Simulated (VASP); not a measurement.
# OsRh (Pm-3m) in VASP: a series of runs

Aim: see how the results for OsRh move with the level of theory and the settings. Levels: r2SCAN, r2SCAN+U. Tasks: single point.

All numbers are computed with VASP 6.6.1; they aren't measurements. Logs are shortened: lines on timing, memory, paths and dates and some standing lists are left out, and cuts for length are marked.

## (1) The crystal as given

Symmetry: Pm-3m, No. 221, cubic system. Conventional cell: a = 3.152 Å, b = 3.152 Å, c = 3.152 Å, α = 90.00°, β = 90.00°, γ = 90.00°. Rh (site symmetry m-3m) is surrounded by 8 Os at 2.73 Å. Os (site symmetry m-3m) is surrounded by 8 Rh at 2.73 Å.

The cell was built by a generator and needn't be a form met in nature.

## (2) Single point, r2SCAN, non-collinear spin, zero start, spin-orbit coupling

POSCAR

```
OsRh
1.0
    3.1522960000      0.0000000000      0.0000000000
    0.0000000000      3.1522960000      0.0000000000
    0.0000000000      0.0000000000      3.1522960000
Rh Os
1 1
Direct
    0.5000000000      0.5000000000      0.5000000000
    0.0000000000      0.0000000000      0.0000000000
```

INCAR.step1

```
PREC = Accurate
ENCUT = 520
ISMEAR = -1
SIGMA = 0.1
LREAL = F
LASPH = T
NELM = 150
MAGMOM = 0 0 0 0 0 0
LSORBIT = T
GGA_COMPAT = F
LMAXMIX = 4
NBANDS = 35
GGA = PE
ALGO = Normal
EDIFF = 1E-4
LWAVE = T
LCHARG = F
```

INCAR.step2

```
PREC = Accurate
ENCUT = 520
EDIFF = 1E-7
ISMEAR = -1
SIGMA = 0.1
LREAL = F
LASPH = T
NELM = 150
ALGO = Normal
ISIF = 2
LWAVE = F
LCHARG = F
MAGMOM = 0 0 0 0 0 0
LORBIT = 11
LSORBIT = T
GGA_COMPAT = F
LORBMOM = T
LMAXMIX = 4
METAGGA = R2SCAN
LMIXTAU = T
NBANDS = 35
ISTART = 1
```

KPOINTS

```
Automatic mesh
0
Gamma
  6 6 6
```

Potentials or basis: VASP PAW PBE potentials, release 64 (Rh_pv, Os).

Run with:

```sh
$ cat potpaw_PBE.64/Rh_pv/POTCAR potpaw_PBE.64/Os/POTCAR > POTCAR
$ cp INCAR.step1 INCAR
$ mpirun -np 1 vasp_ncl > vasp.out
$ cp INCAR.step2 INCAR
$ mpirun -np 1 vasp_ncl > vasp.out
```

OUTCAR:

```text
PREC = Accurate
   ENCUT = 520
   EDIFF = 1E-7
   ISMEAR = -1
   LREAL = F
   LASPH = T
   NELM = 150
   ISIF = 2
   LORBIT = 11
   LSORBIT = T
   METAGGA = R2SCAN
   ISTART = 1

 ion  position               nearest neighbor table
   1  0.500  0.500  0.500-   2 2.73   2 2.73   2 2.73   2 2.73   2 2.73   2 2.73   2 2.73   2 2.73

   2  0.000  0.000  0.000-   1 2.73   1 2.73   1 2.73   1 2.73   1 2.73   1 2.73   1 2.73   1 2.73

  LATTYP: Found a simple cubic cell.
 ALAT       =     3.1522960000

  Lattice vectors:

 A1 = (   3.1522960000,   0.0000000000,   0.0000000000)
 A2 = (   0.0000000000,   3.1522960000,   0.0000000000)
 A3 = (   0.0000000000,   0.0000000000,   3.1522960000)

Analysis of symmetry for initial positions (statically):
=====================================================================
 Subroutine PRICEL returns:
 Original cell was already a primitive cell.

 Routine SETGRP: Setting up the symmetry group for a
 simple cubic supercell.

 Subroutine GETGRP returns: Found 48 space group operations
 (whereof 48 operations were pure point group operations)
 out of a pool of 48 trial point group operations.

The static configuration has the point symmetry O_h .

Analysis of symmetry for dynamics (positions and initial velocities):
=====================================================================
 Subroutine PRICEL returns:
 Original cell was already a primitive cell.

 Routine SETGRP: Setting up the symmetry group for a
 simple cubic supercell.

 Subroutine GETGRP returns: Found 48 space group operations
 (whereof 48 operations were pure point group operations)
 out of a pool of 48 trial point group operations.

The dynamic configuration has the point symmetry O_h .

Analysis of structural, dynamic, and magnetic symmetry:
=====================================================================
 Subroutine PRICEL returns:
 Original cell was already a primitive cell.

 Routine SETGRP: Setting up the symmetry group for a
 simple cubic supercell.

 Subroutine GETGRP returns: Found 48 space group operations
 (whereof 48 operations were pure point group operations)
 out of a pool of 48 trial point group operations.

The overall configuration has the point symmetry O_h .

 Subroutine INISYM returns: Found 48 space group operations
 (whereof 48 operations are pure point group operations),
 and found     1 'primitive' translations

----------------------------------------------------------------------------------------

                                     Primitive cell

  volume of cell :      31.3243

  direct lattice vectors                    reciprocal lattice vectors
     3.152296000  0.000000000  0.000000000     0.317229093  0.000000000  0.000000000
     0.000000000  3.152296000  0.000000000     0.000000000  0.317229093  0.000000000
     0.000000000  0.000000000  3.152296000     0.000000000  0.000000000  0.317229093

  length of vectors
     3.152296000  3.152296000  3.152296000     0.317229093  0.317229093  0.317229093

  position of ions in fractional coordinates (direct lattice)
     0.500000000  0.500000000  0.500000000
     0.000000000  0.000000000  0.000000000

  ion indices of the primitive-cell ions
   primitive index   ion index
                 1           1
                 2           2

----------------------------------------------------------------------------------------

 KPOINTS: Automatic mesh

Automatic generation of k-mesh.
 Grid dimensions read from file:
 generate k-points for:    6    6    6

 Generating k-lattice:

  Cartesian coordinates                     Fractional coordinates (reciprocal lattice)
     0.052871515  0.000000000  0.000000000     0.166666667  0.000000000  0.000000000
     0.000000000  0.052871515  0.000000000     0.000000000  0.166666667  0.000000000
     0.000000000  0.000000000  0.052871515     0.000000000  0.000000000  0.166666667

  Length of vectors
     0.052871515  0.052871515  0.052871515

  Shift w.r.t. Gamma in fractional coordinates (k-lattice)
     0.000000000  0.000000000  0.000000000

 Subroutine IBZKPT returns following result:
 ===========================================
[... 42 lines left out ...]
   NELM   =    150;   NELMIN=  2; NELMDL=  0     # of ELM steps
   EDIFF  = 0.1E-06   stopping-criterion for ELM
   LREAL  =      F    real-space projection
   EDIFFG = 0.1E-05   stopping-criterion for IOM
   NSW    =      0    number of steps for IOM
   IBRION =     -1    ionic relax: 0-MD 1-quasi-New 2-CG
   NFREE  =      0    steps in history (QN), initial steepest desc. (CG)
   ISIF   =      2    stress and relaxation
   ISYM   =      2    0-nonsym 1-usesym 2-fastsym
   POTIM  = 0.5000    time-step for ionic-motion
   TEBEG  =    0.0;   TEEND  =   0.0 temperature during run
   PSTRESS=    0.0 pullay stress
   NELECT =      23.0000    total number of electrons
   NUPDOWN=      -1.0000    fix difference up-down
   EMIN   =  10.00;   EMAX   =-10.00  energy-range for DOS
[... 60 lines left out ...]
  -------------------------------------------------------------------------------------
  Total       -4.3528323     -4.3528323     -4.3528323      0.0000000     -0.0000000     -0.0000000
  in kB     -222.6391553   -222.6391553   -222.6391553      0.0000000     -0.0000000     -0.0000000
  external PRESSURE =    -222.6391553 kB  Pullay stress =       0.0000000 kB

 VOLUME and BASIS-vectors are now :
 -----------------------------------------------------------------------------
  energy-cutoff  :      520.00
  volume of cell :       31.32
      direct lattice vectors                 reciprocal lattice vectors
     3.152296000  0.000000000  0.000000000     0.317229093  0.000000000  0.000000000
     0.000000000  3.152296000  0.000000000     0.000000000  0.317229093  0.000000000
     0.000000000  0.000000000  3.152296000     0.000000000  0.000000000  0.317229093

 POSITION                                       TOTAL-FORCE (eV/Angst)
 -----------------------------------------------------------------------------------
      1.57615      1.57615      1.57615         0.000000      0.000000      0.000000
      0.00000      0.00000      0.00000         0.000000      0.000000      0.000000
 -----------------------------------------------------------------------------------
    total drift:                                0.000000     -0.000000     -0.000000

  FREE ENERGIE OF THE ION-ELECTRON SYSTEM (eV)
  ---------------------------------------------------
  free  energy   TOTEN  =       -76.1430237141 eV

  energy  without entropy=      -76.0279486750  energy(sigma->0) =      -76.08548619

 orbital moment (x)

 # of ion     p       d       tot
 ----------------------------------------
  1        -0.000   0.000   0.000
  2         0.000   0.000   0.000
 ----------------------------------------
           -0.000   0.000   0.000

 orbital moment (y)

 # of ion     p       d       tot
 ----------------------------------------
  1         0.000  -0.000  -0.000
  2         0.000   0.000   0.000
 ----------------------------------------
            0.000  -0.000  -0.000

 orbital moment (z)

 # of ion     p       d       tot
 ----------------------------------------
  1         0.000   0.000   0.000
  2         0.000   0.000   0.000
 ----------------------------------------
            0.000   0.000   0.000

 Spin-Orbit-Coupling matrix elements

 Ion:    1  E_soc:     -0.2920609
 l=   1
     0.0000000    -0.0407369    -0.0407369
    -0.0407369     0.0000000    -0.0407369
    -0.0407369    -0.0407369     0.0000000
 l=   2
     0.0000000     0.0001139     0.0000000     0.0001139    -0.0080538
     0.0001139     0.0000000    -0.0060404     0.0001139    -0.0020135
     0.0000000    -0.0060404     0.0000000    -0.0060404     0.0000000
     0.0001139     0.0001139    -0.0060404     0.0000000    -0.0020135
    -0.0080538    -0.0020135     0.0000000    -0.0020135     0.0000000
 l=   3
     0.0000000     0.0000000     0.0000000     0.0000000     0.0000000     0.0000000     0.0000000
     0.0000000     0.0000000     0.0000000     0.0000000     0.0000000     0.0000000     0.0000000
     0.0000000     0.0000000     0.0000000     0.0000000     0.0000000     0.0000000     0.0000000
     0.0000000     0.0000000     0.0000000     0.0000000     0.0000000     0.0000000     0.0000000
     0.0000000     0.0000000     0.0000000     0.0000000     0.0000000     0.0000000     0.0000000
     0.0000000     0.0000000     0.0000000     0.0000000     0.0000000     0.0000000     0.0000000
     0.0000000     0.0000000     0.0000000     0.0000000     0.0000000     0.0000000     0.0000000

 Ion:    2  E_soc:     -0.8045895
 l=   1
     0.0000000    -0.0292689    -0.0292689
    -0.0292689     0.0000000    -0.0292689
    -0.0292689    -0.0292689     0.0000000
 l=   2
     0.0000000    -0.0152526     0.0000000    -0.0152526    -0.0895768
    -0.0152526     0.0000000    -0.0671826    -0.0152526    -0.0223942
     0.0000000    -0.0671826     0.0000000    -0.0671826     0.0000000
    -0.0152526    -0.0152526    -0.0671826     0.0000000    -0.0223942
    -0.0895768    -0.0223942     0.0000000    -0.0223942     0.0000000
 l=   3
     0.0000000     0.0000000     0.0000000     0.0000000     0.0000000     0.0000000     0.0000000
     0.0000000     0.0000000     0.0000000     0.0000000     0.0000000     0.0000000     0.0000000
     0.0000000     0.0000000     0.0000000     0.0000000     0.0000000     0.0000000     0.0000000
     0.0000000     0.0000000     0.0000000     0.0000000     0.0000000     0.0000000     0.0000000
     0.0000000     0.0000000     0.0000000     0.0000000     0.0000000     0.0000000     0.0000000
     0.0000000     0.0000000     0.0000000     0.0000000     0.0000000     0.0000000     0.0000000
     0.0000000     0.0000000     0.0000000     0.0000000     0.0000000     0.0000000     0.0000000

 total charge

# of ion       s       p       d       tot
------------------------------------------
    1        0.383   6.277   7.094  13.754
    2        0.579   0.512   5.830   6.921
--------------------------------------------------
tot          0.962   6.789  12.924  20.675

 magnetization (x)

# of ion       s       p       d       tot
------------------------------------------
    1        0.000   0.000  -0.000   0.000
    2       -0.000   0.000  -0.000  -0.000
--------------------------------------------------
tot          0.000   0.000  -0.000  -0.000

 magnetization (y)

# of ion       s       p       d       tot
------------------------------------------
    1       -0.000   0.000  -0.000  -0.000
    2        0.000   0.000   0.000   0.000
--------------------------------------------------
tot         -0.000   0.000   0.000  -0.000

 magnetization (z)

# of ion       s       p       d       tot
------------------------------------------
    1       -0.000  -0.000   0.000  -0.000
    2        0.000   0.000   0.000   0.000
--------------------------------------------------
tot         -0.000  -0.000   0.000  -0.000
```

Wall time 1.9 min (1 thread of Intel Xeon Platinum 8488C (Sapphire Rapids), shared host); peak memory 0.23 GiB.

Results:

```
Free energy                                           : -76.1430 eV
Pressure                                              : -22.3 GPa
Net moment                                            : 0.00 μB per cell
Valence electrons inside the program's atomic spheres : Rh 13.75; Os 6.92
```

Moments on the atoms (μB; x, y, z):
```
Rh  0.00 0.00 0.00
Os  0.00 0.00 0.00
```

Caveat: so large a pressure means that the cell lies far from this level's equilibrium, or that cutoff or potentials fall short; the potentials were made for another functional, which shifts forces and pressure.

## (3) Single point, r2SCAN

POSCAR is that of step 2.

INCAR.step1

```
SYSTEM = OsRh
PREC = Accurate
ENCUT = 520
ISMEAR = -1
SIGMA = 0.1
LREAL = .FALSE.
LASPH = .TRUE.
NELM = 80
NBANDS = 18
GGA = PE
ALGO = Normal
EDIFF = 1E-4
LWAVE = .TRUE.
LCHARG = .FALSE.
```

INCAR.step2

```
SYSTEM = OsRh
PREC = Accurate
ENCUT = 520
EDIFF = 1E-6
ISMEAR = -1
SIGMA = 0.1
LREAL = .FALSE.
LASPH = .TRUE.
NELM = 80
ALGO = Normal
ISIF = 2
LWAVE = .FALSE.
LCHARG = .FALSE.
METAGGA = R2SCAN
LMIXTAU = .TRUE.
NBANDS = 18
ISTART = 1
```

KPOINTS

```
Automatic mesh
0
G
  6 6 6
  0 0 0
```

Potentials or basis: VASP PAW PBE potentials, release 64 (Rh_pv, Os).

Run with:

```sh
$ cat potpaw_PBE.64/Rh_pv/POTCAR potpaw_PBE.64/Os/POTCAR > POTCAR
$ cp INCAR.step1 INCAR
$ mpirun -np 1 vasp_std > vasp.out
$ cp INCAR.step2 INCAR
$ mpirun -np 1 vasp_std > vasp.out
```

Wall time 23 s (1 thread of Intel Xeon Platinum 8488C (Sapphire Rapids), shared host); peak memory 0.14 GiB.

The run converged. Its results:

```
Free energy            : -75.5905 eV
Pressure               : -23.5 GPa
Band gap on the k mesh : none (metal or under the smearing width)
```

Levels at points of the mesh, in eV from the Fermi level:
```csv
k point,band 8,band 9,band 10,band 11,band 12,band 13,band 14,band 15
"(0.00, 0.00, 0.00)",-2.80,-2.80,-0.21,-0.21,1.63,1.63,1.63,8.71
"(0.50, 0.00, 0.00)",-2.31,-2.31,-1.74,-1.74,-1.35,-0.28,0.76,1.73
"(0.50, 0.50, 0.00)",-0.53,-0.48,-0.06,0.74,0.74,1.03,2.11,2.11
"(0.50, 0.50, 0.50)",-3.72,-3.72,-0.42,-0.42,1.13,1.13,6.57,8.47
```

Caveat: so large a pressure means that the cell lies far from this level's equilibrium, or that cutoff or potentials fall short; the potentials were made for another functional, which shifts forces and pressure. The run has no spin-orbit coupling, so splittings on Os are missing.

## (4) Single point, r2SCAN+U

POSCAR is that of step 3.

INCAR.step1

```
SYSTEM = OsRh
PREC     = Accurate       ! precision mode
ENCUT    = 520            ! plane-wave cutoff, eV
ISMEAR   = -1             ! smearing method
SIGMA    = 0.1            ! smearing width, eV
LREAL    = .FALSE.        ! projectors in reciprocal space
LASPH    = .TRUE.         ! aspherical terms in the spheres
NELM     = 150            ! most SCF steps
LMAXMIX  = 4              ! l up to which the mixer works
LDAU     = .TRUE.         ! DFT+U
LDAUTYPE = 2            
LDAUL    = -1 2           ! shell
LDAUU    = 0 3            ! U, eV
LDAUJ    = 0 0          
NBANDS   = 18             ! bands
GGA      = PE             ! functional
ALGO     = Normal         ! electronic algorithm
EDIFF    = 1E-4           ! SCF threshold, eV
LWAVE    = .TRUE.         ! write WAVECAR
LCHARG   = .FALSE.        ! write CHGCAR
```

INCAR.step2

```
SYSTEM = OsRh
PREC     = Accurate       ! precision mode
ENCUT    = 520            ! plane-wave cutoff, eV
EDIFF    = 1E-7           ! SCF threshold, eV
ISMEAR   = -1             ! smearing method
SIGMA    = 0.1            ! smearing width, eV
LREAL    = .FALSE.        ! projectors in reciprocal space
LASPH    = .TRUE.         ! aspherical terms in the spheres
NELM     = 150            ! most SCF steps
ALGO     = Normal         ! electronic algorithm
ISIF     = 2              ! what is computed and relaxed
LWAVE    = .FALSE.        ! write WAVECAR
LCHARG   = .FALSE.        ! write CHGCAR
LMAXMIX  = 4              ! l up to which the mixer works
LDAU     = .TRUE.         ! DFT+U
LDAUTYPE = 2            
LDAUL    = -1 2           ! shell
LDAUU    = 0 3            ! U, eV
LDAUJ    = 0 0          
LDAUPRINT= 1            
METAGGA  = R2SCAN         ! meta-GGA
LMIXTAU  = .TRUE.       
NBANDS   = 18             ! bands
ISTART   = 1
```

KPOINTS

```
regular mesh
0
G
  6 6 6
  0 0 0
```

Run with:

```sh
$ cat potpaw_PBE.64/Rh_pv/POTCAR potpaw_PBE.64/Os/POTCAR > POTCAR
$ cp INCAR.step1 INCAR
$ mpirun -np 1 vasp_std > vasp.out
$ cp INCAR.step2 INCAR
$ mpirun -np 1 vasp_std > vasp.out
```

Wall time 46 s (1 thread of Intel Xeon Platinum 8488C (Sapphire Rapids), shared host); peak memory 0.15 GiB.

Results (log left out):

```
Free energy            : -72.0436 eV
Pressure               : -24.9 GPa
Band gap on the k mesh : none (metal or under the smearing width)
```

Levels at points of the mesh, in eV from the Fermi level:
```tsv
k point	band 9	band 10	band 11	band 12	band 13	band 14
(0.00, 0.00, 0.00)	-2.96	-0.11	-0.11	1.41	1.41	1.41
(0.50, 0.00, 0.00)	-2.31	-2.07	-2.07	-1.37	-0.64	0.75
(0.50, 0.50, 0.00)	-0.52	0.09	0.81	0.81	1.27	1.91
(0.50, 0.50, 0.50)	-3.78	-0.46	-0.46	1.37	1.37	6.66
```

Eigenvalues of the final occupation matrices:
```tsv
site	spin	trace	eigenvalues
site 2 d	1	3.06	0.50 0.50 0.68 0.68 0.68
site 2 d	2	3.06	0.50 0.50 0.68 0.68 0.68
```

Caveat: the PAW data sets were made with another functional, which shifts forces and pressure a little; U without spin polarisation on a metal has little footing; the U is typed as a test and isn't derived for this compound. Spin-orbit coupling is left out, which matters for the levels of Os.

## (5) Summary

```csv
level,spin,U,gap on the mesh (eV),pressure (GPa)
r2SCAN,"non-collinear, zero start, SOC",-,-,-22.3
r2SCAN,off,-,none,-23.5
r2SCAN+U,off,Os d U = 3.0 eV,none,-24.9
```

Alike in all rows: task single point; potentials or basis VASP PAW PBE potentials, release 64 (Rh_pv, Os); cell as given; k mesh 6 × 6 × 6; cutoff (eV) 520; smearing fermi-dirac 0.1 eV.

The pressure there spans -24.9 GPa (r2SCAN+U) to -22.3 GPa (r2SCAN); a positive pressure means that this level wants a larger cell, a negative one a smaller.

Caveats: so large a pressure means that the cell lies far from this level's equilibrium, or that cutoff or potentials fall short (some runs); the potentials were made for another functional, which shifts forces and pressure (some runs); the PAW data sets were made with another functional, which shifts forces and pressure a little (some runs); U without spin polarisation on a metal has little footing (some runs); the U is typed as a test and isn't derived for this compound (some runs).

Absolute energies hang on the potentials; compare differences alone.
